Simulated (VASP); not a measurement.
# ReCl (P-6m2) in VASP: further runs, part 2 of 2

VASP 6.6.1. The steps go on from the part before.

**3. Relaxation of cell and atoms, PBE**

This run uses another cell than the first one, of 19.05 Å³/atom, 1.239 times its volume.

INCAR

```
  PREC = Accurate
  ENCUT = 600
  EDIFF = 1E-7
  ISMEAR = -1
  SIGMA = 0.1
  LREAL = False
  LASPH = True
  NELM = 60
  ALGO = Fast
  ISIF = 3
  LWAVE = False
  LCHARG = False
  GGA = PE
  IBRION = 2
  NSW = 80
  EDIFFG = -0.03
```

KPOINTS

```
regular mesh
0
Gamma
  11 11 10
```

POSCAR

```
ReCl
1.0
    3.5574056400      0.0000000000      0.0000000000
   -1.7787023100      3.0808075000      0.0000000000
    0.0000000000      0.0000000000      3.4765553000
Re Cl
1 1
Direct
    0.0000000000      0.0000000000      0.0000000000
    0.6666700000      0.3333300000      0.5000000000
```

Potentials or basis: VASP PAW PBE potentials, release 64 (Re, Cl).

Run with:

```console
cat potpaw_PBE.64/Re/POTCAR potpaw_PBE.64/Cl/POTCAR > POTCAR
mpirun -np 1 vasp_std > vasp.out
```

OUTCAR:

```text
PREC = Accurate
   ENCUT = 600
   EDIFF = 1E-7
   ISMEAR = -1
   LREAL = False
   LASPH = True
   NELM = 60
   ISIF = 3
   GGA = PE
   IBRION = 2
   NSW = 80
   EDIFFG = -0.03

 ion  position               nearest neighbor table
   1  0.000  0.000  0.000-   2 2.69   2 2.69   2 2.69   2 2.69   2 2.69   2 2.69
   2  0.667  0.333  0.500-   1 2.69   1 2.69   1 2.69   1 2.69   1 2.69   1 2.69

  LATTYP: Found a hexagonal cell.
 ALAT       =     3.5574056400
 C/A-ratio  =     0.9772726677

  Lattice vectors:

 A1 = (   3.5574056400,   0.0000000000,   0.0000000000)
 A2 = (  -1.7787023100,   3.0808075000,   0.0000000000)
 A3 = (   0.0000000000,   0.0000000000,   3.4765553000)

Analysis of symmetry for initial positions (statically):
=====================================================================
 Subroutine PRICEL returns:
 Original cell was already a primitive cell.

 Routine SETGRP: Setting up the symmetry group for a
 hexagonal supercell.

 Subroutine GETGRP returns: Found  4 space group operations
 (whereof  4 operations were pure point group operations)
 out of a pool of 24 trial point group operations.

The static configuration has the point symmetry C_2v.

Analysis of symmetry for dynamics (positions and initial velocities):
=====================================================================
 Subroutine PRICEL returns:
 Original cell was already a primitive cell.

 Routine SETGRP: Setting up the symmetry group for a
 hexagonal supercell.

 Subroutine GETGRP returns: Found  4 space group operations
 (whereof  4 operations were pure point group operations)
 out of a pool of 24 trial point group operations.

The dynamic configuration has the point symmetry C_2v.

 Subroutine INISYM returns: Found  4 space group operations
 (whereof  4 operations are pure point group operations),
 and found     1 'primitive' translations

----------------------------------------------------------------------------------------

                                     Primitive cell

  volume of cell :      38.1019

  direct lattice vectors                    reciprocal lattice vectors
     3.557405640  0.000000000  0.000000000     0.281103732  0.162295066  0.000000000
    -1.778702310  3.080807500  0.000000000     0.000000000  0.324590225  0.000000000
     0.000000000  0.000000000  3.476555300     0.000000000  0.000000000  0.287641045

  length of vectors
     3.557405640  3.557408714  3.476555300     0.324590506  0.324590225  0.287641045

  position of ions in fractional coordinates (direct lattice)
     0.000000000  0.000000000  0.000000000
     0.666670000  0.333330000  0.500000000

  ion indices of the primitive-cell ions
   primitive index   ion index
                 1           1
                 2           2

----------------------------------------------------------------------------------------

 KPOINTS: regular mesh

Automatic generation of k-mesh.
 Grid dimensions read from file:
 generate k-points for:   11   11   10

 Generating k-lattice:

  Cartesian coordinates                     Fractional coordinates (reciprocal lattice)
     0.025554885  0.014754097  0.000000000     0.090909091 -0.000000000  0.000000000
[... 60 lines left out ...]
   LREAL  =      F    real-space projection
   EDIFFG = -.3E-01   stopping-criterion for IOM
   NSW    =     80    number of steps for IOM
   IBRION =      2    ionic relax: 0-MD 1-quasi-New 2-CG
   NFREE  =      1    steps in history (QN), initial steepest desc. (CG)
   ISIF   =      3    stress and relaxation
   ISYM   =      2    0-nonsym 1-usesym 2-fastsym
   POTIM  = 0.5000    time-step for ionic-motion
   TEBEG  =    0.0;   TEEND  =   0.0 temperature during run
   PSTRESS=    0.0 pullay stress
   NELECT =      14.0000    total number of electrons
   NUPDOWN=      -1.0000    fix difference up-down
   EMIN   =  10.00;   EMAX   =-10.00  energy-range for DOS
   EFERMI =   0.00;   METHOD = LEGACY
   ISMEAR =    -1;   SIGMA  =   0.10  broadening in eV -4-tet -1-fermi 0-gaus
   EFERMI_NEDOS =   21; number of points for ismear=-14 and -15
   IALGO  =     68    algorithm
   IMIX   =      4    mixing-type and parameters
     AMIX     =   0.40;   BMIX     =  1.00
     AMIX_MAG =   1.60;   BMIX_MAG =  1.00
  volume/ion in A,a.u.               =      19.05       128.56
  Fermi-wavevector in a.u.,A,eV,Ry     =   1.172560  2.215817 18.706615  1.374897
  Thomas-Fermi vector in A             =   2.308987
   LORBIT       =      0    0 simple, 1 ext, 2 COOP (PROOUT), +10 PAW based schemes
   GGA     = PE    functional components
   LHFCALC =     F    Hartree Fock is set to
   AEXX    =    0.0000 exact exchange contribution
   IVDW    =     0    specifies the selected vdW correction
   LEPSILON=     F    determine dielectric tensor
   LRPA    =     F    only Hartree local field effects (RPA)
 conjugate gradient relaxation of ions
 non-spin polarized calculation
 RMM-DIIS sequential band-by-band and
  energy-cutoff  :      600.00
  volume of cell :       38.10
 maximum number of plane-waves:      1310
   NGX = 15   NGY = 15   NGZ = 13

--------------------------------------- Ionic step        1  -------------------------------------------

 number of electron      13.9999999 magnetization

 Free energy of the ion-electron system (eV)
  ---------------------------------------------------
  ext. energy  EPLUGINS =         0.00000000
  ---------------------------------------------------
  free energy    TOTEN  =        -9.96550840 eV

  energy without entropy =       -9.83559671  energy(sigma->0) =       -9.90055255

------------------------ aborting loop because EDIFF is reached ----------------------------------------

  FORCE on cell =-STRESS in cart. coord.  units (eV):
  Direction    XX          YY          ZZ          XY          YZ          ZX
  --------------------------------------------------------------------------------------
  -------------------------------------------------------------------------------------
  Total       -4.0069810     -4.0068976     -2.2885747      0.0000802      0.0000000      0.0000000
  in kB     -168.4925775   -168.4890707    -96.2340107      0.0033733      0.0000000      0.0000000
  external PRESSURE =    -144.4052196 kB  Pullay stress =       0.0000000 kB
[... 89 lines left out ...]
  FREE ENERGIE OF THE ION-ELECTRON SYSTEM (eV)
  ---------------------------------------------------
  free  energy   TOTEN  =       -10.3554612710 eV

  energy  without entropy=      -10.2506329902  energy(sigma->0) =      -10.30304713

 E-fermi :  10.2570     XC(G=0): -13.1350

 val. band max:       10.2510125219   @ k =  -0.1818   0.1818   0.5000
 cond. band min:      10.2785370521   @ k =   0.4545   0.4545   0.2000
 fundamental gap:      0.0275245302
 Fermi energy:        10.2569712907

 k-point     1 :       0.0000    0.0000    0.0000
  band No.  band energies     occupation
      1     -10.2105      2.00000
      2       2.0178      2.00000
      3       3.0498      2.00000
      4       7.1887      2.00000
      5       7.1894      2.00000
      6       9.8781      1.95575
      7       9.8783      1.95567
      8      11.1782      0.00020
      9      11.1782      0.00020
     10      11.1904      0.00018
     11      18.3250      0.00000
[... 310 lines left out ...]
  band No.  band energies     occupation
      1      -7.1848      2.00000
      2      -0.0707      2.00000
      3       1.8327      2.00000
      4       4.6883      2.00000
      5       6.0454      2.00000
      6       8.5671      2.00000
      7      11.1424      0.00029
      8      11.5200      0.00001
      9      12.3340      0.00000
     10      15.7671      0.00000
     11      17.9827      0.00000

 [... further k-points ...]

[... ionic steps 4 to 17 ...]

--------------------------------------- Ionic step       18  -------------------------------------------

 number of electron      13.9999999 magnetization

------------------------ aborting loop because EDIFF is reached ----------------------------------------
[... 67 lines left out ...]
--------------------------------------- Ionic step       20  -------------------------------------------

 number of electron      14.0000000 magnetization

 Free energy of the ion-electron system (eV)
  ---------------------------------------------------
  ext. energy  EPLUGINS =         0.00000000
  ---------------------------------------------------
  free energy    TOTEN  =       -11.86958197 eV

  energy without entropy =      -11.80792547  energy(sigma->0) =      -11.83875372

 E-fermi :   8.1741     XC(G=0): -12.3899

 val. band max:        8.1740242007   @ k =  -0.3636   0.3636   0.2000
 cond. band min:       8.2152901129   @ k =  -0.0909   0.1818   0.2000
 fundamental gap:      0.0412659122
 Fermi energy:         8.1740619211

 k-point     1 :       0.0000    0.0000    0.0000
  band No.  band energies     occupation
      1     -10.8470      2.00000
      2       0.8612      2.00000
      3       1.7417      2.00000
      4       5.6368      2.00000
      5       5.6371      2.00000
      6       7.7335      1.97588
      7       7.7337      1.97583
      8       8.4317      0.14140
      9       9.0229      0.00041
     10       9.0231      0.00041
     11      16.5086      0.00000
[... 351 lines left out ...]
  FREE ENERGIE OF THE ION-ELECTRON SYSTEM (eV)
  ---------------------------------------------------
  free  energy   TOTEN  =       -11.8695819737 eV

  energy  without entropy=      -11.8079254667  energy(sigma->0) =      -11.83875372

 reached required accuracy - stopping structural energy minimisation
```

CONTCAR:

```text
ReCl
   1.00000000000000
     2.8554106397226224    0.0000102647212333    0.0000000000000000
    -1.4276960209732634    2.4728649104242231    0.0000000000000000
     0.0000000000000000    0.0000000000000000    4.3504678220679747
  Re              Cl
     1     1
Direct
     0.9999866078719493    0.0000133921256447    0.0000000000000000
     0.6666833921280542    0.3333166078743519    0.5000000000000000

  0.00000000E+00  0.00000000E+00  0.00000000E+00
  0.00000000E+00  0.00000000E+00  0.00000000E+00
```

Run time: 17 min. Hardware: 1 thread of Intel Xeon Platinum 8488C (Sapphire Rapids), shared host; peak memory 0.31 GiB.

What came out:

| Item | Value |
| --- | --- |
| Free energy | -11.8696 eV |
| Relaxed volume | 15.36 Å³/atom |
| Relaxed cell | a = 2.855 Å, b = 2.855 Å, c = 4.350 Å, α = 90.00°, β = 90.00°, γ = 120.00° |
| Space group after relaxing (to 0.05 Å) | P-6m2 (No. 187) |
| Energy gained by relaxing | 952.0 meV/atom |
| Ionic steps | 20 |
| Pressure after relaxing | 0.2 GPa |
| Band gap on the k mesh | none (metal or under the smearing width) |

Step by step:
```
step  energy change (eV)  largest force (eV/Å)  pressure (GPa)  volume (Å³)
   1              0.0000                0.0001          -14.44        38.10
   2             -0.3314                0.0002           13.62        29.38
   3             -0.3900                0.0002            2.52        31.40
   4             -0.8477                0.0005            8.43        29.67
   5             -0.2151                0.0000           89.83        23.48
   6             -1.2822                0.0003           20.19        27.83
   7             -1.1674                0.0001           51.31        25.28
   8             -1.3611                0.0002           32.96        26.57
   9             -1.3496                0.0002           35.88        26.33
  10             -1.4070                0.0002           35.75        26.35
  11             -1.4709                0.0002           36.90        26.37
  12             -1.5616                0.0002           31.87        26.80
  13             -1.7635                0.0003           18.56        28.10
  14             -1.9030                0.0004           -0.62        30.82
  15             -1.9031                0.0004           -0.09        30.73
  16             -1.9030                0.0004            0.41        30.64
  17             -1.9032                0.0003            0.42        30.64
  18             -1.9036                0.0004            0.45        30.65
  19             -1.9039                0.0004            0.51        30.66
  20             -1.9041                0.0004            0.18        30.72
```

Final structure:
```
Re Cl
1.0
     2.85541    0.00001    0.00000
    -1.42770    2.47286    0.00000
     0.00000    0.00000    4.35047
Re Cl
1 1
Direct
  0.99999 0.00001 0.00000
  0.66668 0.33332 0.50000
```

Caveat: the volume moved by over 15 % at a fixed basis, so the end points are rough. Spin-orbit coupling is left out, which matters for the levels of Re.
